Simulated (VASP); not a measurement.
# Ta: the relaxed cell at several levels, part 3 of 3

How close do the usual functionals, with and without dispersion, come to the cell of Ta? LASPH is on for some levels and off for others; the table marks which. The start is a cell from a database of measured crystal structures.

VASP 6.6.1, plane waves and PAW; the level of theory is named at each step.

Still holding for the runs below: This run has no spin polarisation. Its electron count is odd, so without a moment it is a metal by construction. The k-mesh is coarse for a metal.

So far, final volume (Å³): step 2 (relaxation, level LDA) 17.2; step 5 (relaxation, level r2SCAN) 17.9; step 6 (relaxation, level PBE + D3(BJ), PBE with D3(BJ)) 17.6; step 7 (relaxation, level r2SCAN + rVV10, r2SCAN with rVV10) 17.8; step 8 (relaxation, level AM05) 17.5.

**9. Relaxation with r2SCAN + D4**

This step: r2SCAN with D4; plane waves and PAW (Ta_pv) (VASP 6.6.1).

D4 lets the coefficients depend on atomic charges too.

Contents of INCAR:

```
SYSTEM = Ta
PREC = Accurate
ENCUT = 520
EDIFF = 1E-06
NELM = 100
ISMEAR = -1
SIGMA = 0.05
LREAL = .FALSE.
ALGO = Normal
METAGGA = R2SCAN
IVDW = 13
VDW_S6 = 1
VDW_S8 = 0.6018749
VDW_A1 = 0.51559235
VDW_A2 = 5.77342911
LASPH = .TRUE.
NBANDS = 11
LORBIT = 11
LWAVE = .FALSE.
LCHARG = .FALSE.
KPAR = 2
IBRION = 2
NSW = 60
ISIF = 3
EDIFFG = -0.01
```

Contents of POSCAR:

```
Ta
1.0
   -1.6512800000      1.6512800000      1.6512800000
    1.6512800000     -1.6512800000      1.6512800000
    1.6512800000      1.6512800000     -1.6512800000
Ta
1
Direct
    0.0000000000      0.0000000000      0.0000000000
```

Contents of KPOINTS:

```
Automatic mesh
0
Gamma
8 8 8
0 0 0
```

The projector-augmented-wave data sets are Ta_pv (PBE family, release 64).

Command:

```console
mpirun -np 2 vasp_std
```

What it wrote:

```text
[... set-up lines as in an earlier step ...]
 entering main loop
       N       E                     dE             d eps       ncg     rms          rms(c)
[... 13 cycles as in an earlier step ...]
   1 F= -.48694702E+02 E0= -.48690284E+02  d E =-.486947E+02
[...]
N       E                     dE             d eps       ncg     rms          rms(c)
DAV:   1    -0.486567814935E+02   -0.59782E-01   -0.22879E+00   641   0.188E+01    0.253E+00
DAV:   2    -0.486015079384E+02    0.55274E-01   -0.66933E-02   674   0.292E+00    0.856E-01
DAV:   3    -0.485880042029E+02    0.13504E-01   -0.39215E-02   674   0.213E+00    0.356E-01
DAV:   4    -0.485883325565E+02   -0.32835E-03   -0.27857E-04   691   0.201E-01    0.471E-02
DAV:   5    -0.485883335046E+02   -0.94806E-06   -0.23433E-05   698   0.508E-02    0.278E-02
DAV:   6    -0.485883307529E+02    0.27517E-05   -0.40433E-07   390   0.758E-03    0.661E-04
DAV:   7    -0.485883307357E+02    0.17200E-07   -0.33701E-08   322   0.239E-03
   2 F= -.48689149E+02 E0= -.48685705E+02  d E =0.555390E-02
 trial-energy change:    0.005554  1 .order    0.005800   -0.008126    0.019725
 step:   0.3029(harm=  0.2918)  dis= 0.00000  next Energy=   -48.695940 (dE=-0.124E-02)
[...]
N       E                     dE             d eps       ncg     rms          rms(c)
DAV:   1    -0.486305437198E+02   -0.42213E-01   -0.11440E+00   641   0.135E+01    0.175E+00
DAV:   2    -0.486036463908E+02    0.26897E-01   -0.34973E-02   665   0.204E+00    0.586E-01
DAV:   3    -0.485971959477E+02    0.64504E-02   -0.18787E-02   671   0.145E+00    0.231E-01
DAV:   4    -0.485973182351E+02   -0.12229E-03   -0.14521E-04   691   0.143E-01    0.362E-02
DAV:   5    -0.485973209066E+02   -0.26716E-05   -0.58801E-06   698   0.249E-02    0.196E-02
DAV:   6    -0.485973230586E+02   -0.21520E-05   -0.15198E-07   361   0.452E-03    0.909E-04
DAV:   7    -0.485973231696E+02   -0.11098E-06   -0.83616E-09   319   0.116E-03
   3 F= -.48695966E+02 E0= -.48691872E+02  d E =-.126376E-02
[...]
reached required accuracy - stopping structural energy minimisation
```

It took 79 s on 2 MPI ranks of AMD EPYC 7R43, shared host; peak memory 0.22 GiB; 2.6 min of CPU time.

OUTCAR, selected parts (step 9):

```text
  Edisp (eV):   -0.09864

  Total      -0.00018    -0.00018    -0.00018    -0.00000     0.00000     0.00000
  in kB      -0.01661    -0.01661    -0.01661    -0.00000     0.00000     0.00000
  external pressure =       -0.02 kB  Pullay stress =        0.00 kB

 POSITION                                       TOTAL-FORCE (eV/Angst)
 -----------------------------------------------------------------------------------
     -0.00000      0.00000      0.00000        -0.000000     -0.000000      0.000000
 -----------------------------------------------------------------------------------
    total drift:                               -0.000000      0.000000      0.000000

  FREE ENERGIE OF THE ION-ELECTRON SYSTEM (eV)
  ---------------------------------------------------
  free  energy   TOTEN  =       -48.6959662187 eV

  energy  without entropy=      -48.6877783850  energy(sigma->0) =      -48.69187230

[... 2 parts as in an earlier step ...]

[... 2 further parts left out ...]
[key lines of the parts left out:]
E-fermi :   5.4435
```

It ends at 17.82 Å³/atom, -1.0 % from the start, with 0.00 GPa left. The conventional cell has a = 3.291 Å. Against plain r2SCAN, the dispersion term moves a by -0.1 %.

**10. The cells as a table**

This step: relaxed cells at several levels; plane waves and PAW (VASP 6.6.1).

Derived from the runs above.

Lengths are those of the conventional cell; cost is the wall time of each run, as given at its step, times its ranks, without the set-up around it; LASPH differs between rows, which moves results and costs too. Results by level, by row:

```csv
level,volume (Å³/atom),change from the start (%),a (Å),cost (core minutes),LASPH
LDA,17.23,-4.4,3.254,0.447,off
PBEsol,17.53,-2.6,3.273,0.467,off
PBE,18.12,0.6,3.309,0.4,off
r2SCAN,17.89,-0.7,3.295,1.8,on
PBE + D3(BJ),17.59,-2.3,3.277,0.573,off
r2SCAN + rVV10,17.79,-1.2,3.289,3.37,on
AM05,17.46,-3.1,3.269,0.567,off
r2SCAN + D4,17.82,-1,3.291,2.63,on
```

**11. Results**

```
volume, LDA            : 17.23 Å³/atom
volume, PBEsol         : 17.53 Å³/atom
volume, PBE            : 18.12 Å³/atom
volume, r2SCAN         : 17.89 Å³/atom
volume, PBE + D3(BJ)   : 17.59 Å³/atom
volume, r2SCAN + rVV10 : 17.79 Å³/atom
volume, AM05           : 17.46 Å³/atom
volume, r2SCAN + D4    : 17.82 Å³/atom
```

What this shows: For Ta the levels give volumes between 17.23 Å³/atom (LDA) and 18.12 Å³/atom (PBE), a spread of 5.2 %, while the cost of the finished runs spans a factor of 8.4. Against the volume of the start, a cell from experiment, PBE comes nearest (+0.6 %) and LDA lies farthest (-4.4 %); thermal expansion is in that cell alone. Within 2 % of it: PBE, r2SCAN, r2SCAN + rVV10 and r2SCAN + D4. The costs hold the number of ionic steps as well as the price of the functional. Adding D3(BJ) to PBE changes the volume by -2.9 % (a by -1.0 %). Adding rVV10 to r2SCAN changes the volume by -0.6 % (a by -0.2 %). Adding D4 to r2SCAN changes the volume by -0.4 % (a by -0.1 %). Pairwise corrections of the D and TS kind ignore the screening in a metal, so they may overbind here. Within 0.02 Å all end in space group Im-3m; the runs can't lower the symmetry of the start. The k-sampling is coarse for a metal, so the Fermi level, pressures and the shape of the cell carry errors. Spin-orbit coupling is left out. LASPH is on for some levels and off for others, so differences between them are not the functional's alone. Each is a single relaxation on the plane waves of the start cell, so larger changes of volume carry a basis-set error that was not tested here. Zero-point and thermal expansion are not included.

[Lines on the potential files, build, host, timing and source positions are cut from VASP's logs without a mark.]

[Logs are printed without paths, hosts, clocks, repeated set-up lines and the standing remarks that a program may print on its own settings, such as how far it seeks lower states.]

[Hosts, paths, dates, database ids (printed as entryN), source tags and the programs' standing remarks are cut or masked in the printed files.]

[A measured line is paired with the nearest computed mode of its activity, which favours agreement.]
